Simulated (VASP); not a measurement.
Calculation: r2SCAN meta-GGA, VASP's PBE PAW potentials (set 64) (plane waves; VASP). For the first row: Run with 400 eV cut-off, 11×11×13 Γ-centred mesh, tetrahedra with Blöchl corrections, potentials Al Sn_d.

```json
[
 {"system": "AlSn (space group P-6m2)", "energy (eV/atom)": "-15.4892"},
 {"system": "Al (fcc)", "energy (eV/atom)": "-6.7382"},
 {"system": "Sn (beta)", "energy (eV/atom)": "-24.6218"}
]
```

The references are the elements' solids at the same level; no temperature or zero-point terms are added.

What is the formation energy per atom of AlSn?

The references average (1×(-6.7382) + 1×(-24.6218))/2 = -15.6800 eV, so the formation energy is -15.4892 − (-15.6800) = 0.191 eV/atom.
